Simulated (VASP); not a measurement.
Wanted: the native input for a VASP 6.6.1 run.

| Item | Value |
| --- | --- |
| Task | relaxation of cell and atoms |
| Functional | PBE |
| Potentials or basis | VASP PAW PBE potentials, release 64 (Mg, Cd, O) |
| Cutoff | 520 eV |
| k mesh | 4 × 4 × 3 |
| Occupations | gaussian, width 0.05 eV |
| Spin | no spin polarisation |
| Further INCAR settings | PREC = Normal; LREAL = Auto; ALGO = Fast; EDIFF = 1e-05; ISYM = 0; IBRION = 2; EDIFFG = -0.03; NSW = 110; ISIF = 3 |

The structure of Mg2CdO3 lies in POSCAR:

```
Mg2CdO3
1.0
    5.2765655000     -2.9999674000     -0.0366668000
    5.2109701900      2.8859418100      0.0651578300
    0.0148291800      0.0921279400      5.2936179600
Mg Cd O
4 2 6
Direct
    0.8488790800      0.5146039500      0.9926647300
    0.1713098300      0.4629701400      0.5445556200
    0.5389250700      0.8002818300      0.5268687100
    0.4492459900      0.1930637200      0.9918567200
    0.1950193000      0.8061223800      0.9871204300
    0.8349862600      0.1650414400      0.4672498400
    0.5479436600      0.8263018200      0.8742341500
    0.1764225700      0.4832907800      0.8771475300
    0.1901934600      0.7866170700      0.3985124000
    0.8465794000      0.5025939100      0.3868920900
    0.4805988500      0.1710316100      0.4154836100
    0.7816074200      0.1893455100      0.9382717600
```

The cell was built by a generator and needn't be a form met in nature.

These files were run (other wordings do the same):

INCAR

```
PREC = Normal
ENCUT = 520
EDIFF = 1E-5
ISMEAR = 0
SIGMA = 0.05
LREAL = Auto
LASPH = True
NELM = 80
ALGO = Fast
ISIF = 3
LWAVE = False
LCHARG = False
GGA = PE
IBRION = 2
NSW = 110
EDIFFG = -0.03
ISYM = 0
KPAR = 2
```

KPOINTS

```
regular mesh
0
Gamma
  4 4 3
```

Potentials or basis: VASP PAW PBE potentials, release 64 (Mg, Cd, O).

The run is started by

```console
$ cat potpaw_PBE.64/Mg/POTCAR potpaw_PBE.64/Cd/POTCAR potpaw_PBE.64/O/POTCAR > POTCAR
$ mpirun -np 2 vasp_std > vasp.out
```

Results of the run:

The relaxed volume is 13.55 Å³/atom and the relaxed cell is a = 5.924 Å, b = 5.929 Å, c = 5.355 Å, α = 89.95°, β = 89.95°, γ = 59.85°. The space group after relaxing (to 0.05 Å) is Cmc2_1 (No. 36). The energy gained by relaxing is 186.6 meV/atom. The ionic steps are 16. The pressure after relaxing is 0.0 GPa, the largest force after relaxing is 0.029 eV/Å and the band gap on the k mesh is 1.91 eV, indirect (least direct gap 1.94 eV).

Caveat: an odd mesh through Γ misses points on the zone boundary, where band edges often lie.

Wall time 12 min on 2 MPI ranks on AMD EPYC 7R43 64-Core Processor (Zen 3), with other jobs on the host, peak memory 0.24 GiB a rank.
